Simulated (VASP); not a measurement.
A VASP calculation is set up with these files.

INCAR:
```
ALGO = Normal
EDIFF = 1E-6
ENCUT = 300
GGA = PE
GGA_COMPAT = .False.
ISIF = 2
ISMEAR = 0
LASPH = .True.
LCHARG = .False.
LMAXMIX = 6
LNONCOLLINEAR = .True.
LORBIT = 11
LREAL = .False.
LSORBIT = .True.
LWAVE = .False.
MAGMOM = 0.0 0.0 0.0 0.0 0.0 0.0 0.0 0.0 0.0 0.0 0.0 0.0
NELM = 100
PREC = Accurate
SIGMA = 0.1
SYSTEM = In3Pt
```

POSCAR:
```
In3Pt
1
    4.3097070000     0.0000000000     0.0000000000
    0.0000000000     4.3097070000     0.0000000000
    0.0000000000     0.0000000000     4.3097070000
In Pt
3 1
Direct
  0.0000000000   0.5000000000   0.5000000000
  0.5000000000   0.5000000000   0.0000000000
  0.5000000000   0.0000000000   0.5000000000
  0.0000000000   0.0000000000   0.0000000000
```

**KPOINTS**
```
Automatic mesh
0
Gamma
7 7 7
0 0 0
```

POTCAR, in this order: In_d Pt (PBE.64 set). Program: vasp_ncl.

Write an equivalent input for Quantum ESPRESSO's pw.x.

One equivalent input (not run):
```
&CONTROL
  calculation = 'scf'
  pseudo_dir = './pseudo'
  outdir = './out'
  tprnfor = .true.
  tstress = .true.
/
&SYSTEM
  ibrav = 0
  nat = 4
  ntyp = 2
  ecutwfc = 84
  occupations = 'smearing'
  smearing = 'gaussian'
  degauss = 0.00735
  input_dft = 'pbe'
  noncolin = .true.
  lspinorb = .true.
/
&ELECTRONS
  conv_thr = 7.3e-08
  electron_maxstep = 100
/
ATOMIC_SPECIES
  In 114.818 In.upf
  Pt 195.084 Pt.upf
CELL_PARAMETERS angstrom
     4.3097070    0.0000000    0.0000000
     0.0000000    4.3097070    0.0000000
     0.0000000    0.0000000    4.3097070
ATOMIC_POSITIONS crystal
  In   0.0000000  0.5000000  0.5000000
  In   0.5000000  0.5000000  0.0000000
  In   0.5000000  0.0000000  0.5000000
  Pt   0.0000000  0.0000000  0.0000000
K_POINTS automatic
  7 7 7 0 0 0
```
What does not carry over: the potentials are each code's own (VASP's PAW set, PseudoDojo norm-conserving files, fully relativistic, in pw.x), so ENCUT and ecutwfc are chosen apart and not converted; conv_thr bounds pw.x's estimated SCF error, while EDIFF bounds the energy change between steps.

The structure was generated: In3Pt was put into an ordered model structure, which need not be its known phase. The cell was not relaxed at this level. The run is one of a series of settings (GGA_COMPAT = .FALSE., LNONCOLLINEAR = .TRUE., LSORBIT = .TRUE., MAGMOM = 0.0 0.0 0.0 0.0 0.0 0.0 0.0 0.0 0.0 0.0 0.0 0.0, program vasp_ncl against the base run), some of them coarse on purpose.
